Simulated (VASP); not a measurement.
Output of a VASP run:

OUTCAR:
```
 ion  position               nearest neighbor table
   1  0.000  0.000  0.000-   2 2.36   2 2.36   2 2.36   2 2.36   2 2.36   2 2.36   2 2.36   2 2.36
  LATTYP: Found a simple cubic cell.
 ALAT       =     2.7230200000
 Subroutine PRICEL returns:
 Original cell was already a primitive cell.
 Subroutine GETGRP returns: Found 48 space group operations
The static configuration has the point symmetry O_h .
The dynamic configuration has the point symmetry O_h .
 Subroutine INISYM returns: Found 48 space group operations
 Subroutine IBZKPT returns following result:
 Found     35 irreducible k-points:

 Following reciprocal coordinates:
            Coordinates               Weight
  0.000000  0.000000  0.000000      1.000000
  0.111111  0.000000  0.000000      6.000000
  0.222222  0.000000  0.000000      6.000000
  0.333333  0.000000  0.000000      6.000000
  0.444444  0.000000  0.000000      6.000000
  0.111111  0.111111  0.000000     12.000000
  0.222222  0.111111  0.000000     24.000000
  0.333333  0.111111  0.000000     24.000000
  0.444444  0.111111  0.000000     24.000000
  0.222222  0.222222  0.000000     12.000000
  0.333333  0.222222  0.000000     24.000000
  0.444444  0.222222  0.000000     24.000000
  0.333333  0.333333  0.000000     12.000000
  0.444444  0.333333  0.000000     24.000000
  0.444444  0.444444  0.000000     12.000000
  0.111111  0.111111  0.111111      8.000000
  0.222222  0.111111  0.111111     24.000000
  0.333333  0.111111  0.111111     24.000000
  0.444444  0.111111  0.111111     24.000000
  0.222222  0.222222  0.111111     24.000000
  0.333333  0.222222  0.111111     48.000000
  0.444444  0.222222  0.111111     48.000000
  0.333333  0.333333  0.111111     24.000000
  0.444444  0.333333  0.111111     48.000000
  0.444444  0.444444  0.111111     24.000000
  0.222222  0.222222  0.222222      8.000000
  0.333333  0.222222  0.222222     24.000000
  0.444444  0.222222  0.222222     24.000000
  0.333333  0.333333  0.222222     24.000000
  0.444444  0.333333  0.222222     48.000000
  0.444444  0.444444  0.222222     24.000000
  0.333333  0.333333  0.333333      8.000000
  0.444444  0.333333  0.333333     24.000000
  0.444444  0.444444  0.333333     24.000000
  0.444444  0.444444  0.444444      8.000000
   k-points           NKPTS =     35   k-points in BZ     NKDIM =     35   number of bands    NBANDS=     11
   number of dos      NEDOS =    301   number of ions     NIONS =      2
   total plane-waves  NPLWV =   8000
   dimension x,y,z NGX =    20 NGY =   20 NGZ =   20
   dimension x,y,z NGXF=    40 NGYF=   40 NGZF=   40
   ions per type =               1   1
   PREC   = accura    normal or accurate (medium, high low for compatibility)
   ISTART =      0    job   : 0-new  1-cont  2-samecut
   ICHARG =      2    charge: 1-file 2-atom 10-const
   ISPIN  =      1    spin polarized calculation?
   LNONCOLLINEAR =      F non collinear calculations
   LSORBIT =      F    spin-orbit coupling
   INIWAV =      1    electr: 0-lowe 1-rand  2-diag
   ENCUT  =  520.0 eV  38.22 Ry    6.18 a.u.   5.06  5.06  5.06*2*pi/ulx,y,z
   NELM   =    100;   NELMIN=  2; NELMDL= -5     # of ELM steps
   EDIFF  = 0.1E-05   stopping-criterion for ELM
   LREAL  =      F    real-space projection
   NLSPLINE    = F    spline interpolate recip. space projectors
   LMAXMIX     =    4 max onsite mixed and CHGCAR
   VOSKOWN=      0    Vosko Wilk Nusair interpolation
   EDIFFG = 0.1E-04   stopping-criterion for IOM
   NSW    =      0    number of steps for IOM
   NBLOCK =      1;   KBLOCK =      1    inner block; outer block
   IBRION =     -1    ionic relax: 0-MD 1-quasi-New 2-CG
   NFREE  =      0    steps in history (QN), initial steepest desc. (CG)
   ISIF   =      2    stress and relaxation
   ISYM   =      2    0-nonsym 1-usesym 2-fastsym
   TEIN   =    0.0    initial temperature
   TEBEG  =    0.0;   TEEND  =   0.0 temperature during run
   SMASS  =  -3.00    Nose mass-parameter (am)
...
```

File OSZICAR:
```
       N       E                     dE             d eps       ncg     rms          rms(c)
DAV:   1     0.625829599419E+02    0.62583E+02   -0.71664E+03   770   0.121E+03
DAV:   2    -0.920753353350E+01   -0.71790E+02   -0.68028E+02   839   0.244E+02
DAV:   3    -0.111435071827E+02   -0.19360E+01   -0.19007E+01   874   0.402E+01
DAV:   4    -0.111570418908E+02   -0.13535E-01   -0.13511E-01   893   0.382E+00
DAV:   5    -0.111571884688E+02   -0.14658E-03   -0.14657E-03   905   0.382E-01    0.158E+01
DAV:   6    -0.108434286200E+02    0.31376E+00   -0.19938E+01  1007   0.399E+01    0.133E+01
DAV:   7    -0.991621427111E+01    0.92721E+00   -0.35885E+00   832   0.194E+01    0.585E+00
DAV:   8    -0.991078575498E+01    0.54285E-02   -0.17858E-01   842   0.369E+00    0.163E+00
DAV:   9    -0.990085312001E+01    0.99326E-02   -0.38777E-02   832   0.192E+00    0.232E-01
DAV:  10    -0.990053379031E+01    0.31933E-03   -0.20257E-03   872   0.375E-01    0.125E-01
DAV:  11    -0.990051455475E+01    0.19236E-04   -0.19273E-04   938   0.123E-01    0.138E-02
DAV:  12    -0.990051459120E+01   -0.36458E-07   -0.78673E-06   854   0.290E-02
   1 F= -.99005146E+01 E0= -.98994735E+01  d E =-.208227E-02
```

OUTCAR:
```
------------------------ aborting loop because EDIFF is reached ----------------------------------------
  FORCE on cell =-STRESS in cart. coord.  units (eV):
  Direction    XX          YY          ZZ          XY          YZ          ZX
  --------------------------------------------------------------------------------------
  Total        2.0039620      2.0039620      2.0039620      0.0000000      0.0000000     -0.0000000
  in kB      159.0184675    159.0184675    159.0184675      0.0000000      0.0000000     -0.0000000
  external PRESSURE =     159.0184675 kB  Pullay stress =       0.0000000 kB
  volume of cell :       20.19
      direct lattice vectors                 reciprocal lattice vectors
     2.723020000  0.000000000  0.000000000     0.367239315  0.000000000  0.000000000
     0.000000000  2.723020000  0.000000000     0.000000000  0.367239315  0.000000000
     0.000000000  0.000000000  2.723020000     0.000000000  0.000000000  0.367239315
 POSITION                                       TOTAL-FORCE (eV/Angst)
 -----------------------------------------------------------------------------------
      0.00000      0.00000      0.00000         0.000000      0.000000      0.000000
      1.36151      1.36151      1.36151         0.000000      0.000000      0.000000
 -----------------------------------------------------------------------------------
    total drift:                                0.000000      0.000000      0.000000
  FREE ENERGIE OF THE ION-ELECTRON SYSTEM (eV)
  ---------------------------------------------------
  free  energy   TOTEN  =        -9.9005145912 eV

  energy  without entropy=       -9.8984323203  energy(sigma->0) =       -9.89947346
```
(Selected blocks of OUTCAR.)

### POSCAR
```
PdC
1
    2.7230200000     0.0000000000     0.0000000000
    0.0000000000     2.7230200000     0.0000000000
    0.0000000000     0.0000000000     2.7230200000
Pd C
1 1
Direct
  0.0000000000   0.0000000000   0.0000000000
  0.5000000000   0.5000000000   0.5000000000
```

Question: Reconstruct the remaining input files.

Answer: One answer among several that fit: the input of the run itself, revPBE GGA, plane waves, VASP's PBE PAW potentials (set 64).

**INCAR**
```
SYSTEM = PdC
PREC = Accurate; ENCUT = 520; LREAL = F
LASPH = T
EDIFF = 1E-6; NELM = 100; ALGO = Normal
LMAXMIX = 4
ISMEAR = 0; SIGMA = 0.05
GGA = RE
ISIF = 2
LWAVE = F; LCHARG = F
```

### KPOINTS
```
Automatic
0
gamma
 9 9 9
```

POTCAR, in this order: Pd C (PBE.64 set). Program: vasp_std.

The structure was generated: PdC was put into the CsCl type (Pm-3m), which need not be its known phase. The cell was not relaxed at this level. The run is one of a series of settings (GGA = RE against the base run), some of them coarse on purpose.
